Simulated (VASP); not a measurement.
Level of theory: PBEsol GGA, VASP's PBE PAW potentials (set 64) (plane waves; VASP 6.6.1).

VASP input:

**INCAR**
```
! general
SYSTEM  = Ge atom
PREC    = Normal
ENCUT   = 520   ! plane-wave cut-off (eV)
LREAL   = .False.   ! projection in real space or not
LASPH   = .True.
ISYM    = 0

! electronic loop
EDIFF   = 1E-6   ! SCF stop (eV)
NELM    = 200
ALGO    = All   ! all-band CG
LMAXMIX = 4

! smearing
ISMEAR  = 0
SIGMA   = 0.01   ! width (eV)

! functional
GGA     = PS   ! PBEsol

! spin
ISPIN   = 2   ! spin-polarised
MAGMOM  = 2
NUPDOWN = 2

! output
LWAVE   = .False.
LCHARG  = .False.
LORBIT  = 10
```

KPOINTS:
```
K-points
0
Gamma
  1 1 1
```

### POSCAR
```
Ge atom
12.0
  1.0000000000   0.0000000000   0.0000000000
  0.0000000000   1.0416666667   0.0000000000
  0.0000000000   0.0000000000   1.0833333333
Ge
1
Cartesian
  0.0000000000   0.0000000000   0.0000000000
```

POTCAR, in this order: Ge_d (PBE.64 set). Program: vasp_gam. Read from the step before: WAVECAR.

Output

File OSZICAR:
```
       N       E                     dE             d eps       ncg     rms           ort
SDA:   1    -0.780144926923E+00   -0.78014E+00    0.00000E+00    12   0.696E-02   0.000E+00
CGA:   2    -0.781160466259E+00   -0.10155E-02   -0.10025E-02    12   0.282E-02  -0.539E-04
CGA:   3    -0.781777407024E+00   -0.61694E-03   -0.61698E-03    12   0.591E-03  -0.220E-05
CGA:   4    -0.781910389402E+00   -0.13298E-03   -0.13320E-03    12   0.218E-03  -0.256E-06
CGA:   5    -0.781963862714E+00   -0.53473E-04   -0.56204E-04    12   0.759E-04  -0.227E-04
CGA:   6    -0.781978153795E+00   -0.14291E-04   -0.14323E-04    12   0.194E-04  -0.851E-06
CGA:   7    -0.781982888343E+00   -0.47345E-05   -0.52239E-05    12   0.798E-05  -0.419E-05
CGA:   8    -0.781984276205E+00   -0.13879E-05   -0.13959E-05    12   0.205E-05  -0.191E-06
CGA:   9    -0.781984724853E+00   -0.44865E-06   -0.44934E-06    12   0.591E-06   0.120E-06
   1 F= -.78198472E+00 E0= -.77812818E+00  d E =-.771309E-02  mag=     2.0000
```

### OUTCAR
```
------------------------ aborting loop because EDIFF is reached ----------------------------------------
  FORCE on cell =-STRESS in cart. coord.  units (eV):
  Direction    XX          YY          ZZ          XY          YZ          ZX
  --------------------------------------------------------------------------------------
  Total       -0.0021859     -0.0128945     -0.0077901      0.0000554     -0.0001321      0.0000076
  in kB       -0.0017960     -0.0105945     -0.0064006      0.0000456     -0.0001085      0.0000062
  external PRESSURE =      -0.0062637 kB  Pullay stress =       0.0000000 kB
  volume of cell :     1950.00
      direct lattice vectors                 reciprocal lattice vectors
    12.000000000  0.000000000  0.000000000     0.083333333  0.000000000  0.000000000
     0.000000000 12.500000000  0.000000000     0.000000000  0.080000000  0.000000000
     0.000000000  0.000000000 13.000000000     0.000000000  0.000000000  0.076923077
 POSITION                                       TOTAL-FORCE (eV/Angst)
 -----------------------------------------------------------------------------------
      0.00000      0.00000      0.00000        -0.000000      0.000000     -0.000000
 -----------------------------------------------------------------------------------
    total drift:                               -0.000000      0.000000     -0.000000
  FREE ENERGIE OF THE ION-ELECTRON SYSTEM (eV)
  ---------------------------------------------------
  free  energy   TOTEN  =        -0.7819847249 eV

  energy  without entropy=       -0.7742716344  energy(sigma->0) =       -0.77812818

 total charge

# of ion       s       p       d       tot
------------------------------------------
    1        1.310   0.762   9.956  12.028

 magnetization (x)

# of ion       s       p       d       tot
------------------------------------------
    1       -0.002   0.762   0.000   0.760
```
(Selected blocks of OUTCAR.)

OUTCAR:
```
 val. band max:       -4.2938022257   @ k =   0.0000   0.0000   0.0000

 cond. band min:      -2.7420873050   @ k =   0.0000   0.0000   0.0000


 Fermi energy:        -4.2911435130

 spin component 1

 k-point     1 :       0.0000    0.0000    0.0000
  band No.  band energies     occupation
      1     -28.9902      1.00000
      2     -28.9902      1.00000
      3     -28.9899      1.00000
      4     -28.9897      1.00000
      5     -28.9897      1.00000
      6     -12.1176      1.00000
      7      -4.2938      0.66780
      8      -4.2938      0.66669
      9      -4.2938      0.66551
     10      -0.5140      0.00000
     11       0.5699      0.00000
     12       0.5716      0.00000

 Fermi energy:       -10.5701771670

 spin component 2

 k-point     1 :       0.0000    0.0000    0.0000
  band No.  band energies     occupation
      1     -28.8366      1.00000
      2     -28.8365      1.00000
      3     -28.8362      1.00000
      4     -28.8358      1.00000
      5     -28.8358      1.00000
      6     -10.6331      1.00000
      7      -2.7416      0.00000
      8      -2.7421      0.00000
      9      -2.7407      0.00000
     10      -0.0067      0.00000
     11       0.8980      0.00000
     12       0.9823      0.00000
```

The atom may not be in its lowest state.

The cell is a free atom in a box.
